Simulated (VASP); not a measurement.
Output of a VASP run:

OSZICAR:
```
       N       E                     dE             d eps       ncg     rms          rms(c)
DAV:   1     0.983055618521E+02    0.98306E+02   -0.71751E+03   624   0.113E+03
DAV:   2     0.203790621127E+01   -0.96268E+02   -0.92387E+02   865   0.177E+02
DAV:   3    -0.496515380330E+01   -0.70031E+01   -0.69459E+01   724   0.559E+01
DAV:   4    -0.504151462791E+01   -0.76361E-01   -0.76251E-01   774   0.686E+00
DAV:   5    -0.504223754555E+01   -0.72292E-03   -0.72289E-03   769   0.674E-01    0.507E+00
DAV:   6    -0.496011944316E+01    0.82118E-01   -0.78353E-02   699   0.209E+00    0.315E+00
DAV:   7    -0.494397693273E+01    0.16143E-01   -0.14372E-01   669   0.285E+00    0.309E-01
DAV:   8    -0.494357892315E+01    0.39801E-03   -0.13457E-02   704   0.860E-01    0.141E-01
DAV:   9    -0.494377882245E+01   -0.19990E-03   -0.55672E-04   809   0.194E-01    0.542E-02
DAV:  10    -0.494388275029E+01   -0.10393E-03   -0.17303E-04   709   0.148E-01    0.125E-02
DAV:  11    -0.494388334839E+01   -0.59810E-06   -0.78229E-06   794   0.213E-02    0.671E-03
DAV:  12    -0.494388251056E+01    0.83783E-06   -0.24576E-06   699   0.118E-02    0.420E-03
DAV:  13    -0.494388237112E+01    0.13944E-06   -0.30171E-07   709   0.440E-03    0.450E-04
DAV:  14    -0.494388234048E+01    0.30644E-07   -0.18444E-08   387   0.126E-03
   1 F= -.49438823E+01 E0= -.49438823E+01  d E =-.494388E+01
       N       E                     dE             d eps       ncg     rms          rms(c)
DAV:   1    -0.494389288829E+01   -0.10517E-04   -0.89952E-04   649   0.184E-01    0.139E-02
DAV:   2    -0.494389738342E+01   -0.44951E-05   -0.42760E-05   744   0.430E-02    0.312E-03
DAV:   3    -0.494389749214E+01   -0.10872E-06   -0.43241E-07   729   0.531E-03    0.188E-03
DAV:   4    -0.494389780436E+01   -0.31222E-06   -0.30643E-07   614   0.388E-03    0.582E-04
DAV:   5    -0.494389789811E+01   -0.93758E-07   -0.45347E-08   357   0.167E-03
   2 F= -.49438979E+01 E0= -.49438979E+01  d E =-.155576E-04
```

File OUTCAR:
```
------------------------ aborting loop because EDIFF is reached ----------------------------------------
  FORCE on cell =-STRESS in cart. coord.  units (eV):
  Direction    XX          YY          ZZ          XY          YZ          ZX
  --------------------------------------------------------------------------------------
  Total        0.0140380      0.0140380      0.0087595      0.0000000      0.0000000      0.0000000
  in kB        0.2438503      0.2438503      0.1521581      0.0000000      0.0000000      0.0000000
  external PRESSURE =       0.2132862 kB  Pullay stress =       0.0000000 kB
  volume of cell :       92.23
      direct lattice vectors                 reciprocal lattice vectors
     2.254942513 -3.905674986  0.000000000     0.221735143 -0.128018845 -0.000000000
     2.254942513  3.905674986  0.000000000     0.221735143  0.128018845  0.000000000
     0.000000000 -0.000000000  5.236391162     0.000000000  0.000000000  0.190971218
 POSITION                                       TOTAL-FORCE (eV/Angst)
 -----------------------------------------------------------------------------------
      2.76614     -3.02026      3.49093        -0.002473     -0.004284     -0.000000
      3.48750     -0.00000      0.00000         0.004947      0.000000     -0.000000
      2.76614      3.02026      1.74546        -0.002473      0.004284      0.000000
 -----------------------------------------------------------------------------------
    total drift:                               -0.000176     -0.000457      0.000008
  FREE ENERGIE OF THE ION-ELECTRON SYSTEM (eV)
  ---------------------------------------------------
  free  energy   TOTEN  =        -4.9438978981 eV

  energy  without entropy=       -4.9438978981  energy(sigma->0) =       -4.94389790

 reached required accuracy - stopping structural energy minimisation
```
(Selected blocks of OUTCAR.)

**POSCAR**
```
Se
1
    2.2548152990    -3.9054546441     0.0000000000
    2.2548152990     3.9054546441     0.0000000000
    0.0000000000     0.0000000000     5.2369820425
Se
3
Direct
  0.0000000000   0.2268205177   0.6666670000
  0.7731794823   0.7731794823   0.0000000000
  0.2268205177   0.0000000000   0.3333330000
```

Problem. Write an INCAR and KPOINTS that could have produced this output.

Solution. One answer among several that fit: the input of the run itself, vdW-DF2, plane waves, VASP's PBE PAW potentials (set 64).

### KPOINTS
```
Automatic mesh
0
Gamma
6 6 4
0 0 0
```

**INCAR**
```
# general
SYSTEM   = Se
PREC     = Accurate
ENCUT    = 520
LREAL    = .FALSE.
LASPH    = .TRUE.

# electronic loop
EDIFF    = 1E-7
NELM     = 100
ALGO     = Normal
LMAXMIX  = 4

# smearing
ISMEAR   = 0
SIGMA    = 0.05

# functional
GGA      = ML
LUSE_VDW = .TRUE.
AGGAC    = 0.0
ZAB_VDW  = -1.8867

# ions
IBRION   = 2
NSW      = 30
ISIF     = 4
EDIFFG   = -0.01

# output
LWAVE    = .FALSE.
LCHARG   = .FALSE.
```

POTCAR, in this order: Se (PBE.64 set). Program: vasp_std.

The compound is Se in the trig structure. This run relaxes it. Symmetry was kept, so distortions that lower it aren't found.
